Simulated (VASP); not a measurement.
TiN: relaxation of cell and atoms with PBE

TiN:

```
Ti N
1.0
     0.00000    2.11900    2.11900
     2.11900    0.00000    2.11900
     2.11900    2.11900    0.00000
Ti N
1 1
Direct
  0.00000 0.00000 0.00000
  0.50000 0.50000 0.50000
```

- Program: VASP 6.6.1
- Task: relaxation of cell and atoms
- Functional: PBE
- Potentials or basis: VASP PAW PBE potentials, release 64 (Ti_sv, N)
- Cutoff: 600 eV
- k mesh: 12 × 12 × 12
- Occupations: gaussian, width 0.02 eV
- Spin: no spin polarisation
- Further INCAR settings: ALGO = Normal; EDIFF = 1e-07; IBRION = 2; EDIFFG = -0.004; NSW = 80; ISIF = 3

- Relaxed volume: 9.59 Å³/atom
- Relaxed cell: a = 3.004 Å, b = 3.004 Å, c = 3.004 Å, α = 60.00°, β = 60.00°, γ = 60.00°
- Space group after relaxing (to 0.05 Å): Fm-3m (No. 225)
- Energy gained by relaxing: 0.5 meV/atom
- Ionic steps: 3
- Pressure after relaxing: 0.0 GPa
- Band gap on the k mesh: none (metal or under the smearing width)

The path:
| step | energy change (eV) | largest force (eV/Å) | pressure (GPa) | volume (Å³) |
| --- | --- | --- | --- | --- |
| 1 | 0.0000 | 0.0000 | 2.09 | 19.03 |
| 2 | 0.0009 | 0.0000 | -2.81 | 19.37 |
| 3 | -0.0009 | 0.0000 | -0.01 | 19.17 |

Final structure:
```
CELL_PARAMETERS angstrom
0.00000 2.12427 2.12427
2.12427 0.00000 2.12427
2.12427 2.12427 0.00000
ATOMIC_POSITIONS crystal
Ti 0.00000 0.00000 0.00000
N 0.50000 0.50000 0.50000
```

Levels at points of the mesh, in eV from the Fermi level:
```csv
k point,band 7,band 8,band 9,band 10,band 11,band 12
"(0.00, 0.00, 0.00)",-1.98,-1.98,-0.56,-0.56,-0.56,0.62
"(0.50, 0.00, 0.00)",-5.40,-5.40,1.72,1.72,2.38,5.74
"(0.50, 0.50, 0.00)",-3.17,-3.17,-2.99,1.67,2.41,2.41
```

It took 33 s on 1 thread of Intel(R) Xeon(R) Platinum 8375C CPU @ 2.90GHz (Ice Lake), with other jobs on the host, peak memory 0.15 GiB.

PBE usually gives volumes a little too large and moduli too small. Zero-point motion and thermal expansion aren't in these numbers.
